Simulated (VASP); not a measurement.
Input for VASP

### POSCAR
```
Ni3Fe
1
    3.6292555946     0.0000000000     0.0000000000
    0.0000000000     3.6292555946     0.0000000000
    0.0000000000     0.0000000000     3.6292555946
Fe Ni
1 3
Direct
  0.0000000000   0.0000000000   0.0000000000
  0.0000000000   0.5000000000   0.5000000000
  0.5000000000   0.0000000000   0.5000000000
  0.5000000000   0.5000000000   0.0000000000
```

INCAR:
```
! general
SYSTEM   = Ni3Fe
PREC     = Accurate
ENCUT    = 520
LREAL    = .False.
LASPH    = .True.

! electronic loop
EDIFF    = 1E-7
NELM     = 100
ALGO     = Normal
LMAXMIX  = 4

! smearing
ISMEAR   = -5

! functional
GGA      = ML
LUSE_VDW = .True.
AGGAC    = 0.0
ZAB_VDW  = -1.8867

! spin
ISPIN    = 2
MAGMOM   = 2.9 0.6 0.6 0.6

! ions
ISIF     = 2

! output
LWAVE    = .False.
LCHARG   = .True.
LORBIT   = 11
NEDOS    = 601

! other
LEFG     = .True.
```

KPOINTS:
```
Automatic
0
G
 10 10 10
```

POTCAR, in this order: Fe Ni (PBE.64 set). Program: vasp_std.

Question: Write an equivalent input for Quantum ESPRESSO's pw.x.

Answer: One equivalent input (not run):
```
&CONTROL
  calculation = 'scf'
  pseudo_dir = './pseudo'
  outdir = './out'
  tprnfor = .true.
  tstress = .true.
/
&SYSTEM
  ibrav = 0
  nat = 4
  ntyp = 2
  ecutwfc = 98
  occupations = 'tetrahedra'
  input_dft = 'vdw-df2'
  nspin = 2
  starting_magnetization(1) = 0.29
  starting_magnetization(2) = 0.06
/
&ELECTRONS
  conv_thr = 7.3e-09
  electron_maxstep = 100
/
ATOMIC_SPECIES
  Fe 55.845 Fe.upf
  Ni 58.693 Ni.upf
CELL_PARAMETERS angstrom
     3.6292556    0.0000000    0.0000000
     0.0000000    3.6292556    0.0000000
     0.0000000    0.0000000    3.6292556
ATOMIC_POSITIONS crystal
  Fe   0.0000000  0.0000000  0.0000000
  Ni   0.0000000  0.5000000  0.5000000
  Ni   0.5000000  0.0000000  0.5000000
  Ni   0.5000000  0.5000000  0.0000000
K_POINTS automatic
  10 10 10 0 0 0
```
Limits of the translation: the potentials are each code's own (VASP's PAW set, PseudoDojo norm-conserving files in pw.x), so ENCUT and ecutwfc are chosen apart and not converted; conv_thr bounds pw.x's estimated SCF error, while EDIFF bounds the energy change between steps; starting_magnetization is a fraction of the valence charge and MAGMOM a moment in μB, so they match only roughly; the field gradients of LEFG aren't asked of the other code.

The compound is Ni3Fe in the L1_2 structure. It was relaxed first, which changed the volume by +7 %.
